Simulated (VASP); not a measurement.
All values below come from r2SCAN meta-GGA, VASP's PBE PAW potentials (set 64) (plane waves; VASP 6.6.1).

VASP input:

### KPOINTS
```
Regular mesh
0
G
  14 14 8
```

KPOINTS_OPT:
```
k-points along high-symmetry lines
6
Line-mode
Reciprocal
  0.000000   0.000000   0.000000 ! GAMMA
  0.000000   0.500000   0.000000 ! M

  0.000000   0.500000   0.000000 ! M
 -0.333333   0.666667   0.000000 ! K

 -0.333333   0.666667   0.000000 ! K
  0.000000   0.000000   0.000000 ! GAMMA

  0.000000   0.000000   0.000000 ! GAMMA
  0.000000   0.000000   0.500000 ! A

  0.000000   0.000000   0.500000 ! A
  0.000000   0.500000   0.500000 ! L

  0.000000   0.500000   0.500000 ! L
 -0.333333   0.666667   0.500000 ! H

 -0.333333   0.666667   0.500000 ! H
  0.000000   0.000000   0.500000 ! A

  0.000000   0.500000   0.500000 ! L
  0.000000   0.500000   0.000000 ! M

 -0.333333   0.666667   0.500000 ! H
 -0.333333   0.666667   0.000000 ! K
```

**INCAR**
```
ALGO = Normal
EDIFF = 1E-7
ENCUT = 400
ISIF = 2
ISMEAR = -5
LASPH = .True.
LCHARG = .False.
LMAXMIX = 4
LMIXTAU = .True.
LORBIT = 11
LREAL = .False.
LWAVE = .False.
METAGGA = R2SCAN
NEDOS = 601
NELM = 100
PREC = Accurate
SYSTEM = Zr
```

### POSCAR
```
Zr
1
    1.6219689990    -2.8093326597     0.0000000000
    1.6219689990     2.8093326597    -0.0000000000
   -0.0000000000    -0.0000000000     5.1505613461
Zr
2
Direct
  0.3333330000   0.6666670000   0.2500000000
  0.6666670000   0.3333330000   0.7500000000
```

POTCAR, in this order: Zr_sv (PBE.64 set). Program: vasp_std.

Output of the run:

File OSZICAR:
```
       N       E                     dE             d eps       ncg     rms          rms(c)
DAV:   1     0.152768173506E+03    0.15277E+03   -0.12367E+04  3856   0.126E+03
DAV:   2    -0.433338380018E+02   -0.19610E+03   -0.19467E+03  4944   0.383E+02
DAV:   3    -0.586378884558E+02   -0.15304E+02   -0.15279E+02  7544   0.736E+01
DAV:   4    -0.589231222631E+02   -0.28523E+00   -0.28508E+00  4056   0.120E+01
DAV:   5    -0.589318777370E+02   -0.87555E-02   -0.87502E-02  5888   0.140E+00    0.178E+01
DAV:   6    -0.473389092161E+02    0.11593E+02   -0.10659E+01  4808   0.227E+01    0.456E+00
DAV:   7    -0.439206342990E+02    0.34183E+01   -0.16752E+00  4200   0.117E+01    0.132E+00
DAV:   8    -0.457733515044E+02   -0.18527E+01   -0.73572E-01  4000   0.947E+00    0.779E-01
DAV:   9    -0.449718916633E+02    0.80146E+00   -0.11310E+00  3840   0.102E+01    0.726E-01
DAV:  10    -0.449559542200E+02    0.15937E-01   -0.24100E-01  4160   0.392E+00    0.741E-01
DAV:  11    -0.454987225628E+02   -0.54277E+00   -0.30625E-01  4272   0.404E+00    0.336E-01
DAV:  12    -0.454962016940E+02    0.25209E-02   -0.14226E-02  6016   0.112E+00    0.256E-01
DAV:  13    -0.455040433656E+02   -0.78417E-02   -0.29193E-03  4208   0.554E-01    0.133E-01
DAV:  14    -0.455016793001E+02    0.23641E-02   -0.13648E-03  4768   0.298E-01    0.763E-02
DAV:  15    -0.455010134177E+02    0.66588E-03   -0.80393E-04  4336   0.226E-01    0.406E-02
DAV:  16    -0.455016297951E+02   -0.61638E-03   -0.14269E-03  4088   0.276E-01    0.290E-02
DAV:  17    -0.455016105791E+02    0.19216E-04   -0.62141E-05  5528   0.569E-02    0.263E-02
DAV:  18    -0.455015921715E+02    0.18408E-04   -0.43116E-06  5096   0.163E-02    0.214E-02
DAV:  19    -0.455015388802E+02    0.53291E-04   -0.59616E-05  4208   0.702E-02    0.736E-03
DAV:  20    -0.455015566944E+02   -0.17814E-04   -0.48665E-06  4688   0.208E-02    0.731E-03
DAV:  21    -0.455015456302E+02    0.11064E-04   -0.15312E-06  4416   0.952E-03    0.613E-03
DAV:  22    -0.455015399111E+02    0.57191E-05   -0.52598E-07  3776   0.665E-03    0.267E-03
DAV:  23    -0.455015366062E+02    0.33049E-05   -0.19630E-07  2312   0.505E-03    0.889E-04
DAV:  24    -0.455015369401E+02   -0.33381E-06   -0.77351E-08  2168   0.278E-03    0.745E-04
DAV:  25    -0.455015378809E+02   -0.94089E-06   -0.55827E-08  2144   0.193E-03    0.274E-04
DAV:  26    -0.455015374771E+02    0.40387E-06   -0.23575E-08  2120   0.131E-03    0.291E-04
DAV:  27    -0.455015371728E+02    0.30426E-06   -0.67293E-09  2120   0.764E-04    0.116E-04
DAV:  28    -0.455015374609E+02   -0.28814E-06   -0.22179E-09  2120   0.399E-04    0.818E-05
DAV:  29    -0.455015373940E+02    0.66960E-07   -0.94800E-10  2088   0.229E-04
   1 F= -.45501537E+02 E0= -.45501537E+02  d E =0.000000E+00
       N       E                     dE             ncg
```

### OUTCAR
```
------------------------ aborting loop because EDIFF is reached ----------------------------------------
  FORCE on cell =-STRESS in cart. coord.  units (eV):
  Direction    XX          YY          ZZ          XY          YZ          ZX
  --------------------------------------------------------------------------------------
  Total       -0.0501547     -0.0501547     -0.0118859      0.0000000     -0.0000000      0.0000000
  in kB       -1.7119526     -1.7119525     -0.4057059      0.0000000     -0.0000000      0.0000000
  external PRESSURE =      -1.2765370 kB  Pullay stress =       0.0000000 kB
  volume of cell :       46.94
      direct lattice vectors                 reciprocal lattice vectors
     1.621968999 -2.809332660  0.000000000     0.308267298 -0.177978211  0.000000000
     1.621968999  2.809332660  0.000000000     0.308267298  0.177978211  0.000000000
     0.000000000  0.000000000  5.150561346     0.000000000  0.000000000  0.194153595
 POSITION                                       TOTAL-FORCE (eV/Angst)
 -----------------------------------------------------------------------------------
      1.62197      0.93645      1.28764         0.000000      0.000000      0.000000
      1.62197     -0.93645      3.86292         0.000000     -0.000000      0.000000
 -----------------------------------------------------------------------------------
    total drift:                               -0.000147      0.001120     -0.000019
  FREE ENERGIE OF THE ION-ELECTRON SYSTEM (eV)
  ---------------------------------------------------
  free  energy   TOTEN  =       -45.5015373940 eV

  energy  without entropy=      -45.5015373940  energy(sigma->0) =      -45.50153739

 total charge

# of ion       s       p       d       tot
------------------------------------------
    1        2.225   5.968   1.573   9.766
    2        2.225   5.968   1.573   9.766
--------------------------------------------------
tot          4.450  11.937   3.146  19.533
```
(Selected blocks of OUTCAR.)

### OUTCAR
```
 val. band max:        9.0111447535   @ k =   0.1429   0.0000   0.0000

 cond. band min:       8.8990292413   @ k =   0.2857   0.2143   0.5000


 Fermi energy:         8.9817207082

 k-point     1 :       0.0000    0.0000    0.0000
  band No.  band energies     occupation
      1     -41.6192      2.00000
      2     -41.4560      2.00000
      3     -19.4713      2.00000
      4     -18.5695      2.00000
      5     -18.5695      2.00000
      6     -18.4324      2.00000
      7     -18.4255      2.00000
      8     -18.4255      2.00000
      9       2.9564      2.00000
     10       5.7755      2.00000
     11       9.9225      0.00000
     12       9.9225      0.00000
     13       9.9754      0.00000
     14      10.1151      0.00000
     15      10.6684      0.00000
     16      10.6684      0.00000

 k-point     2 :       0.0714   -0.0000    0.0000
  band No.  band energies     occupation
      1     -41.6132      2.00000
      2     -41.4535      2.00000
      3     -19.4551      2.00000
      4     -18.6048      2.00000
      5     -18.5811      2.00000
      6     -18.4622      2.00000
      7     -18.4393      2.00000
      8     -18.4300      2.00000
      9       3.1046      2.00000
     10       5.9078      2.00000
     11       9.5483     -0.09347
     12       9.7027      0.00000
     13      10.0588      0.00000
     14      10.3943      0.00000
     15      10.5460      0.00000
     16      10.7955      0.00000

 k-point     3 :       0.1429    0.0000    0.0000
  band No.  band energies     occupation
      1     -41.5960      2.00000
      2     -41.4469      2.00000
      3     -19.4082      2.00000
      4     -18.7037      2.00000
      5     -18.6130      2.00000
      6     -18.5629      2.00000
      7     -18.4603      2.00000
      8     -18.4431      2.00000
      9       3.5294      2.00000
     10       6.2630      2.00000
     11       9.0111      1.20584
     12       9.0569      0.75414
     13      10.1968      0.00000
...
```

For a metal the tetrahedron method with Blöchl corrections gives inexact stress and forces.

The compound is Zr in the hcp structure. It was relaxed first.
